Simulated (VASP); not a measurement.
```xyz
4
Lattice="1.6577 -5.5697 0.0000 1.6577 5.5697 0.0000 0.0000 0.0000 4.5457" Properties=species:S:1:pos:R:3 pbc="T T T"
P      1.6577     4.5111     4.1535
P      1.6577     1.0586     1.8807
P      1.6577    -1.0586     2.6650
P      1.6577    -4.5111     0.3921
```

These are PBE GGA, VASP's PBE PAW potentials (set 64) (plane waves; VASP) values and carry that method's errors. Settings: 480 eV cut-off, 6×6×6 Γ-centred mesh, Gaussian smearing of 0.050 eV, potentials P.

Without a dispersion term in the relaxation, distances and binding between the weakly bound layers, chains or molecules are unreliable, and so is what depends on them.

**Question.** Estimate the energy per atom (σ→0), band gap (on the k-mesh) with the smallest direct gap where there is one.

**Answer.** 
```
Property                                     Result
-----------------------------------  --------------
band gap (on the k-mesh)                    0.13 eV
smallest direct gap (on the k-mesh)         0.13 eV
energy per atom (σ→0)                -5.374 eV/atom
```

The absolute energy has meaning only against runs of the same code, potentials and settings.

The compound is P in the black structure. It was relaxed first, which changed the volume by +10 %.
